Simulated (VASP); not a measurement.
# NiSb (Breithauptite): structure and properties in VASP, part 3 of 13

Aim: relax NiSb (Breithauptite), then compute properties on the relaxed cell. The start is a cell from a database of measured crystal structures.

VASP 6.6.1, plane waves and PAW; the level of theory is named at each step.

Still holding for the runs below: The k-mesh is coarse for a metal. A U on the itinerant d states of such a compound is hard to justify; it moves the bands at the Fermi level.

So far. Step 2 (Magnetic start: ferromagnetic): The moments fall under 0.1 μB, and the mesh shows no gap. Step 3 (Magnetic start: antiferromagnetic within the cell): The energy lies -0.0 meV an atom from the first pattern, and both runs end without moments, so a difference comes from cell, mesh or thresholds alone. The moments fall under 0.1 μB, and the mesh shows no gap.

### Step 4. Magnetic start: antiferromagnetic, q = (0, 0, 1/2)

Level of this step: LDA, DFT+U (Ni d 4 eV), spin-polarised from an antiferromagnetic start; plane waves and PAW (Ni, Sb) (VASP).

System of this step: NiSb (Breithauptite). It takes space group P6_3/mmc (No. 194, hexagonal). Conventional cell: a = 3.940 Å, b = 3.940 Å, c = 5.140 Å, α = 90.00°, β = 90.00°, γ = 120.00°. Nearest to Ni lie 2 Ni at 2.57 Å and 6 Sb at 2.61 Å. Sb has 6 Ni at 2.61 Å nearest. Farther neighbours are not listed.

Next, a pattern with opposite moments, which needs a doubled cell; q is given in the reciprocal vectors of the primitive cell.

Contents of INCAR:

```
SYSTEM = NiSb
PREC = Accurate
ENCUT = 400
EDIFF = 1E-06
NELM = 100
ISMEAR = 0
SIGMA = 0.05
LREAL = .FALSE.
ALGO = Normal
GGA = CA
NBANDS = 42
ISPIN = 2
MAGMOM = 1 -1 1 -1 0 0 0 0
LDAU = .TRUE.
LDAUTYPE = 2
LDAUL = 2 -1
LDAUU = 4 0
LDAUJ = 0 0
LDAUPRINT = 1
LASPH = .TRUE.
LMAXMIX = 4
LORBIT = 11
LWAVE = .FALSE.
LCHARG = .FALSE.
KPAR = 8
ISIF = 2
```

Contents of POSCAR:

```
NiSb
1.0
    3.9400000000      0.0000000000      0.0000000000
   -1.9700000000      3.4121400909      0.0000000000
    0.0000000000      0.0000000000     10.2800000000
Ni Sb
4 4
Direct
    0.0000000000      0.0000000000      0.0000000000
    0.0000000000      0.0000000000      0.5000000000
    0.0000000000      0.0000000000      0.2500000000
    0.0000000000      0.0000000000      0.7500000000
    0.3333333333      0.6666666667      0.1250000000
    0.3333333333      0.6666666667      0.6250000000
    0.6666666667      0.3333333333      0.3750000000
    0.6666666667      0.3333333333      0.8750000000
```

Contents of KPOINTS:

```
Automatic mesh
0
Gamma
7 7 3
0 0 0
```

Potentials, in the order of the species: Ni and Sb (LDA family, release 64).

Launch:

```sh
$ mpirun -np 8 vasp_std
```

The program printed:

```text
[banner, memory and clock lines left out]
running    8 mpi-ranks, on    1 nodes
 distrk:  each k-point on    1 cores,    8 groups
 distr:  one band on    1 cores,    1 groups

 POSCAR found type information on POSCAR NiSb
 POSCAR found :  2 types and       8 ions
 [... a notice as in an earlier step ...]

 LDA part: xc-table for (Slater(with rela. corr.)+CA(PZ))
 , standard interpolation
 POSCAR, INCAR and KPOINTS ok, starting setup
 FFT: planning ... GRIDC
 FFT: planning ... GRID_SOFT
 FFT: planning ... GRID
 WAVECAR not read
 entering main loop
       N       E                     dE             d eps       ncg     rms          rms(c)
DAV:   1     0.374074962544E+03    0.37407E+03   -0.20265E+04  2688   0.122E+03
DAV:   2    -0.872729564788E+01   -0.38280E+03   -0.36856E+03  2736   0.302E+02
DAV:   3    -0.384896497127E+02   -0.29762E+02   -0.28825E+02  3108   0.109E+02
DAV:   4    -0.392695118860E+02   -0.77986E+00   -0.77633E+00  3084   0.167E+01
DAV:   5    -0.392918922903E+02   -0.22380E-01   -0.22376E-01  3698   0.277E+00    0.153E+01
DAV:   6    -0.402940053622E+02   -0.10021E+01   -0.14723E+01  2952   0.519E+01    0.113E+01
DAV:   7    -0.388327041895E+02    0.14613E+01   -0.82442E+00  3124   0.458E+01    0.694E+00
DAV:   8    -0.386567232997E+02    0.17598E+00   -0.15202E+00  3572   0.118E+01    0.195E+00
DAV:   9    -0.386822601418E+02   -0.25537E-01   -0.33311E-01  3212   0.675E+00    0.762E-01
DAV:  10    -0.386946026577E+02   -0.12343E-01   -0.44859E-02  3390   0.283E+00    0.406E-01
DAV:  11    -0.386974303940E+02   -0.28277E-02   -0.56361E-03  3332   0.629E-01    0.213E-01
DAV:  12    -0.386975009617E+02   -0.70568E-04   -0.15811E-03  3194   0.438E-01    0.960E-02
DAV:  13    -0.386975530684E+02   -0.52107E-04   -0.15491E-04  3242   0.105E-01    0.656E-02
DAV:  14    -0.386975537832E+02   -0.71474E-06   -0.36861E-05  3072   0.689E-02    0.480E-02
DAV:  15    -0.386975625310E+02   -0.87478E-05   -0.15770E-05  3842   0.438E-02    0.199E-02
DAV:  16    -0.386975629369E+02   -0.40592E-06   -0.59449E-06  2512   0.230E-02
   1 F= -.38697563E+02 E0= -.38695178E+02  d E =-.476982E-02  mag=    -0.0000
```

It took 17 s on 8 MPI ranks of AMD EPYC 9R45, shared host; peak memory 1.9 GiB; 2 min of CPU time.

Parts of OUTCAR (step 4):

```text
  LATTYP: Found a hexagonal cell.
 ALAT       =     3.9400000000
 C/A-ratio  =     2.6091370558

 Found     16 irreducible k-points:

   k-points           NKPTS =     16   k-points in BZ     NKDIM =     16   number of bands    NBANDS=     42

   dimension x,y,z NGX =    28 NGY =   28 NGZ =   70
   dimension x,y,z NGXF=    56 NGYF=   56 NGZF=  140

   ENCUT  =  400.0 eV  29.40 Ry    5.42 a.u.   6.43  6.43 16.76*2*pi/ulx,y,z

   NELECT =      60.0000    total number of electrons

atom =   1  type =  1  l = 2

 onsite density matrix

spin component  1

  0.8701  0.0000  0.0000  0.0483 -0.0000
  0.0000  0.8656 -0.0000 -0.0000  0.0483
  0.0000 -0.0000  0.8855  0.0000 -0.0000
  0.0483 -0.0000  0.0000  0.8656 -0.0000
 -0.0000  0.0483 -0.0000 -0.0000  0.8701

spin component  2

  0.8701  0.0000  0.0000  0.0484 -0.0000
  0.0000  0.8656 -0.0000 -0.0000  0.0484
  0.0000 -0.0000  0.8855  0.0000 -0.0000
  0.0484 -0.0000  0.0000  0.8656 -0.0000
 -0.0000  0.0484 -0.0000 -0.0000  0.8701

 occupancies and eigenvectors

  o =  0.8194  v =  0.0000  0.0000  0.0000  0.0000  0.0000  0.0000 -0.7234  0.0000 -0.0000  0.6904      0.0000  0.0000  0.0000  0.0000  0.0000  0.0000  0.0000  0.0000  0.0000  0.0000
  o =  0.8194  v =  0.0000  0.0000  0.0000  0.0000  0.0000  0.6904  0.0000 -0.0000 -0.7234 -0.0000      0.0000  0.0000  0.0000  0.0000  0.0000  0.0000  0.0000  0.0000  0.0000  0.0000
  o =  0.8194  v =  0.0000 -0.7234  0.0000 -0.0000  0.6905  0.0000  0.0000  0.0000  0.0000  0.0000      0.0000  0.0000  0.0000  0.0000  0.0000  0.0000  0.0000  0.0000  0.0000  0.0000
  o =  0.8194  v =  0.6905  0.0000 -0.0000 -0.7234 -0.0000  0.0000  0.0000  0.0000  0.0000  0.0000      0.0000  0.0000  0.0000  0.0000  0.0000  0.0000  0.0000  0.0000  0.0000  0.0000
  o =  0.8855  v =  0.0000  0.0000  0.0000  0.0000  0.0000  0.0000 -0.0000 -1.0000  0.0000 -0.0000      0.0000  0.0000  0.0000  0.0000  0.0000  0.0000  0.0000  0.0000  0.0000  0.0000
  o =  0.8855  v =  0.0000 -0.0000 -1.0000  0.0000 -0.0000  0.0000  0.0000  0.0000  0.0000  0.0000      0.0000  0.0000  0.0000  0.0000  0.0000  0.0000  0.0000  0.0000  0.0000  0.0000
  o =  0.9162  v = -0.0000 -0.6905  0.0000 -0.0000 -0.7234  0.0000  0.0000  0.0000  0.0000  0.0000      0.0000  0.0000  0.0000  0.0000  0.0000  0.0000  0.0000  0.0000  0.0000  0.0000
  o =  0.9162  v =  0.7234 -0.0000  0.0000  0.6905 -0.0000  0.0000  0.0000  0.0000  0.0000  0.0000      0.0000  0.0000  0.0000  0.0000  0.0000  0.0000  0.0000  0.0000  0.0000  0.0000
  o =  0.9162  v =  0.0000  0.0000  0.0000  0.0000  0.0000 -0.0000 -0.6904  0.0000 -0.0000 -0.7234      0.0000  0.0000  0.0000  0.0000  0.0000  0.0000  0.0000  0.0000  0.0000  0.0000
  o =  0.9162  v =  0.0000  0.0000  0.0000  0.0000  0.0000  0.7234 -0.0000  0.0000  0.6904 -0.0000      0.0000  0.0000  0.0000  0.0000  0.0000  0.0000  0.0000  0.0000  0.0000  0.0000

atom =   2  type =  1  l = 2

 onsite density matrix

spin component  1

  0.8701 -0.0000  0.0000  0.0484 -0.0000
 -0.0000  0.8656 -0.0000 -0.0000  0.0484
  0.0000 -0.0000  0.8855  0.0000 -0.0000
  0.0484 -0.0000  0.0000  0.8656 -0.0000
 -0.0000  0.0484 -0.0000 -0.0000  0.8701

spin component  2

  0.8701 -0.0000  0.0000  0.0483 -0.0000
 -0.0000  0.8656 -0.0000 -0.0000  0.0483
  0.0000 -0.0000  0.8855  0.0000 -0.0000
  0.0483 -0.0000  0.0000  0.8656 -0.0000
 -0.0000  0.0483 -0.0000 -0.0000  0.8701

 occupancies and eigenvectors

  o =  0.8194  v =  0.0000  0.7234 -0.0000 -0.0000 -0.6904  0.0000  0.0000  0.0000  0.0000  0.0000      0.0000  0.0000  0.0000  0.0000  0.0000  0.0000  0.0000  0.0000  0.0000  0.0000
  o =  0.8194  v =  0.6904  0.0000 -0.0000 -0.7234  0.0000  0.0000  0.0000  0.0000  0.0000  0.0000      0.0000  0.0000  0.0000  0.0000  0.0000  0.0000  0.0000  0.0000  0.0000  0.0000
  o =  0.8194  v =  0.0000  0.0000  0.0000  0.0000  0.0000 -0.0000 -0.7234  0.0000  0.0000  0.6905      0.0000  0.0000  0.0000  0.0000  0.0000  0.0000  0.0000  0.0000  0.0000  0.0000
  o =  0.8194  v =  0.0000  0.0000  0.0000  0.0000  0.0000 -0.6905  0.0000 -0.0000  0.7234 -0.0000      0.0000  0.0000  0.0000  0.0000  0.0000  0.0000  0.0000  0.0000  0.0000  0.0000
  o =  0.8855  v =  0.0000  0.0000  1.0000 -0.0000  0.0000  0.0000  0.0000  0.0000  0.0000  0.0000      0.0000  0.0000  0.0000  0.0000  0.0000  0.0000  0.0000  0.0000  0.0000  0.0000
  o =  0.8855  v =  0.0000  0.0000  0.0000  0.0000  0.0000 -0.0000  0.0000  1.0000 -0.0000  0.0000      0.0000  0.0000  0.0000  0.0000  0.0000  0.0000  0.0000  0.0000  0.0000  0.0000
  o =  0.9162  v =  0.0000  0.0000  0.0000  0.0000  0.0000  0.0000 -0.6905  0.0000  0.0000 -0.7234      0.0000  0.0000  0.0000  0.0000  0.0000  0.0000  0.0000  0.0000  0.0000  0.0000
  o =  0.9162  v =  0.0000  0.0000  0.0000  0.0000  0.0000  0.7234  0.0000 -0.0000  0.6905  0.0000      0.0000  0.0000  0.0000  0.0000  0.0000  0.0000  0.0000  0.0000  0.0000  0.0000
  o =  0.9162  v =  0.0000  0.6904 -0.0000  0.0000  0.7234  0.0000  0.0000  0.0000  0.0000  0.0000      0.0000  0.0000  0.0000  0.0000  0.0000  0.0000  0.0000  0.0000  0.0000  0.0000
  o =  0.9162  v = -0.7234  0.0000 -0.0000 -0.6904  0.0000  0.0000  0.0000  0.0000  0.0000  0.0000      0.0000  0.0000  0.0000  0.0000  0.0000  0.0000  0.0000  0.0000  0.0000  0.0000

atom =   3  type =  1  l = 2

 onsite density matrix

spin component  1

  0.8701  0.0000  0.0000 -0.0483 -0.0000
[...]
o =  0.8194  v =  0.0000  0.0000  0.0000  0.0000  0.0000 -0.0000  0.7234  0.0000 -0.0000  0.6905      0.0000  0.0000  0.0000  0.0000  0.0000  0.0000  0.0000  0.0000  0.0000  0.0000
  o =  0.8194  v =  0.0000  0.0000  0.0000  0.0000  0.0000 -0.6905 -0.0000 -0.0000 -0.7234 -0.0000      0.0000  0.0000  0.0000  0.0000  0.0000  0.0000  0.0000  0.0000  0.0000  0.0000
  o =  0.8855  v =  0.0000 -0.0000  1.0000  0.0000  0.0000  0.0000  0.0000  0.0000  0.0000  0.0000      0.0000  0.0000  0.0000  0.0000  0.0000  0.0000  0.0000  0.0000  0.0000  0.0000
  o =  0.8855  v =  0.0000  0.0000  0.0000  0.0000  0.0000  0.0000  0.0000 -1.0000 -0.0000 -0.0000      0.0000  0.0000  0.0000  0.0000  0.0000  0.0000  0.0000  0.0000  0.0000  0.0000
  o =  0.9162  v =  0.0000  0.0000  0.0000  0.0000  0.0000 -0.0000 -0.6905 -0.0000  0.0000  0.7234      0.0000  0.0000  0.0000  0.0000  0.0000  0.0000  0.0000  0.0000  0.0000  0.0000
  o =  0.9162  v =  0.0000  0.0000  0.0000  0.0000  0.0000  0.7234 -0.0000 -0.0000 -0.6905  0.0000      0.0000  0.0000  0.0000  0.0000  0.0000  0.0000  0.0000  0.0000  0.0000  0.0000
  o =  0.9162  v =  0.0000  0.6904  0.0000  0.0000 -0.7234  0.0000  0.0000  0.0000  0.0000  0.0000      0.0000  0.0000  0.0000  0.0000  0.0000  0.0000  0.0000  0.0000  0.0000  0.0000
  o =  0.9162  v = -0.7234  0.0000 -0.0000  0.6904  0.0000  0.0000  0.0000  0.0000  0.0000  0.0000      0.0000  0.0000  0.0000  0.0000  0.0000  0.0000  0.0000  0.0000  0.0000  0.0000

 E-fermi :   9.4963

 spin component 1
 k-point     1 :       0.0000    0.0000    0.0000
  band No.  band energies     occupation
    ...
     21       7.0206      1.00000
     22       7.0206      1.00000
     23       7.8003      1.00000
     24       7.8003      1.00000
     25       9.1442      1.00000
     26       9.7564      0.00000
     27       9.7564      0.00000
     28      10.3403      0.00000
     29      10.3403      0.00000
     30      11.6371      0.00000
    ...

 k-point     2 :       0.1429    0.0000    0.0000
  band No.  band energies     occupation
    ...
     23       7.7718      1.00000
     24       7.8002      1.00000
     25       8.7364      1.00000
     26       9.0654      1.00000
     27       9.4787      0.69090
     28       9.5883      0.00464
     29       9.5883      0.00464
     30      10.8300      0.00000
     31      10.8300      0.00000
     32      11.1189      0.00000
    ...

 k-point     3 :       0.2857    0.0000    0.0000
  band No.  band energies     occupation
    ...
     25       7.7998      1.00000
     26       8.2844      1.00000
     27       8.3656      1.00000
     28       8.3656      1.00000
     29       8.7412      1.00000
     30      10.0772      0.00000
     31      10.3144      0.00000
     32      10.3144      0.00000
     33      10.9331      0.00000
     34      10.9331      0.00000
    ...

 k-point     4 :       0.4286   -0.0000    0.0000
  band No.  band energies     occupation
    ...
     26       7.4890      1.00000
     27       7.6833      1.00000
     28       7.7999      1.00000
     29       7.9168      1.00000
     30       9.1476      1.00000
     31       9.8148      0.00000
     32       9.8148      0.00000
     33      10.6967      0.00000
     34      11.1888      0.00000
     35      11.1888      0.00000
    ...

  Total       -8.7602573     -8.7602573     -8.6735303      0.0000000      0.0000000      0.0000000
  in kB     -101.5573256   -101.5573256   -100.5519027      0.0000000      0.0000000      0.0000000
  external PRESSURE =    -101.2221847 kB  Pullay stress =       0.0000000 kB

  energy-cutoff  :      400.00
  volume of cell :      138.20
      direct lattice vectors                 reciprocal lattice vectors
     3.940000000  0.000000000  0.000000000     0.253807107  0.146535601  0.000000000
    -1.970000000  3.412140091  0.000000000     0.000000000  0.293071203  0.000000000
     0.000000000  0.000000000 10.280000000     0.000000000  0.000000000  0.097276265

 POSITION                                       TOTAL-FORCE (eV/Angst)
 -----------------------------------------------------------------------------------
      0.00000      0.00000      0.00000        -0.000000      0.000000     -0.000001
      0.00000      0.00000      5.14000        -0.000000      0.000000     -0.000001
      0.00000      0.00000      2.57000        -0.000000      0.000000      0.000001
      0.00000      0.00000      7.71000        -0.000000      0.000000      0.000001
     -0.00000      2.27476      1.28500         0.000000     -0.000000      0.000000
     -0.00000      2.27476      6.42500         0.000000      0.000000      0.000000
      1.97000      1.13738      3.85500         0.000000     -0.000000      0.000000
      1.97000      1.13738      8.99500         0.000000     -0.000000     -0.000000
 -----------------------------------------------------------------------------------
    total drift:                                0.000000     -0.000000      0.000000

  FREE ENERGIE OF THE ION-ELECTRON SYSTEM (eV)
  ---------------------------------------------------
  free  energy   TOTEN  =       -38.6975629369 eV

  energy  without entropy=      -38.6927931206  energy(sigma->0) =      -38.69517803

 total charge
# of ion       s       p       d       tot
------------------------------------------
    1        0.427   0.446   8.680   9.553
    2        0.427   0.446   8.680   9.553
    3        0.427   0.446   8.680   9.553
    4        0.427   0.446   8.680   9.553
    5        1.149   1.206   0.072   2.426
    6        1.149   1.206   0.072   2.426
    7        1.149   1.206   0.072   2.426
    8        1.149   1.206   0.072   2.426
--------------------------------------------------
tot          6.302   6.607  35.009  47.917

 magnetization (x)
# of ion       s       p       d       tot
------------------------------------------
    1        0.000   0.000   0.000   0.000
    2       -0.000  -0.000  -0.000  -0.000
    3        0.000   0.000   0.000   0.000
    4       -0.000  -0.000  -0.000  -0.000
    5       -0.000  -0.000  -0.000  -0.000
    6        0.000   0.000   0.000   0.000
    7        0.000   0.000   0.000   0.000
    8        0.000   0.000   0.000   0.000
--------------------------------------------------
tot          0.000   0.000   0.000   0.000

[... 2 parts as in an earlier step ...]

[... 6 further parts left out ...]
```

At this level the cell is under a tension of 10.1 GPa, so at these settings it is away from equilibrium.

Numbers from this step:

```
SCF cycles              : 16
electrons               : 60
bands                   : 42
irreducible k-points    : 16
symmetry operations     : 12
free energy (TOTEN)     : -38.70 eV
energy at zero smearing : -38.70 eV
Fermi energy            : 9.496 eV
pressure                : -10.12 GPa
```

The spin moment in the PAW sphere vanishes on all atoms.

The energy lies +5.2 meV an atom from the first pattern, and both runs end without moments, so a difference comes from cell, mesh or thresholds alone. The moments fall under 0.1 μB, and the mesh shows no gap.

(Part 3 of 13 ends here.)

[Lines on the potential files, build, host, timing and source positions are cut from VASP's logs without a mark.]

[Logs are printed without paths, hosts, clocks, repeated set-up lines and the standing remarks that a program may print on its own settings, such as how far it seeks lower states.]

[Hosts, paths, dates, database ids (printed as entryN), source tags and the programs' standing remarks are cut or masked in the printed files.]

[A measured line is paired with the nearest computed mode of its activity, which favours agreement.]

[In band tables of VASP the shares of atoms and orbitals are scaled to a sum of 1 inside the atoms' spheres.]
